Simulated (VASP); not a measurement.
VASP runs on CoGa (space group Pm-3m) share one base input (PBE GGA, plane waves, VASP's PBE PAW potentials (set 64)) and change the settings named in each case.

File POSCAR:
```
CoGa
1
    2.8800000000     0.0000000000     0.0000000000
    0.0000000000     2.8800000000     0.0000000000
    0.0000000000     0.0000000000     2.8800000000
Ga Co
1 1
Direct
  0.5000000000   0.5000000000   0.5000000000
  0.0000000000   0.0000000000   0.0000000000
```

### KPOINTS
```
Automatic mesh
0
G
 8 8 8
0 0 0
```

**INCAR**
```
! general
SYSTEM   =  CoGa
PREC     =  Accurate
ENCUT    =  300
LREAL    =  .FALSE.
LASPH    =  .TRUE.

! electronic loop
EDIFF    =  1E-6
NELM     =  100
ALGO     =  Normal
LMAXMIX  =  4

! smearing
ISMEAR   =  -1
SIGMA    =  0.1

! functional
GGA      =  PE

! ions
ISIF     =  2

! output
LWAVE    =  .FALSE.
LCHARG   =  .FALSE.
```

POTCAR, in this order: Ga_d Co (PBE.64 set). Program: vasp_std.

```tsv
change	E(σ→0) (eV/atom)	pressure (GPa)	−TS (eV)
base run	-5.2418	0.56	-0.0425
GGA removed, POTCAR Ga_d Co (LDA.64 set)	-6.2343	-13.10	-0.0424
GGA_COMPAT = .FALSE., LNONCOLLINEAR = .TRUE., LSORBIT = .TRUE., MAGMOM = 0.0 0.0 0.0 0.0 0.0 0.0, program vasp_ncl	-5.2491	___	-0.0424
KPOINTS 1×1×1 Γ-centred mesh	-3.3024	5.10	-0.1567
```

Task: Some entries are withheld; supply them.

Result: 
- GGA_COMPAT = .FALSE., LNONCOLLINEAR = .TRUE., LSORBIT = .TRUE., MAGMOM = 0.0 0.0 0.0 0.0 0.0 0.0, program vasp_ncl, pressure (GPa): 0.55

Energies of different potentials or functionals have different zeros.  At 300 eV the pressure can carry a Pulay error.

Left out are runs that ran out of time, are held back, or changed the cell or the kind of run, fixed moments of cells without a moment, rows past the twelfth, gaps on odd meshes, pressures of charged cells and columns that move by less than the noise.

The structure is a typed CoGa crystal (Pm-3m). The cell was not relaxed at this level.
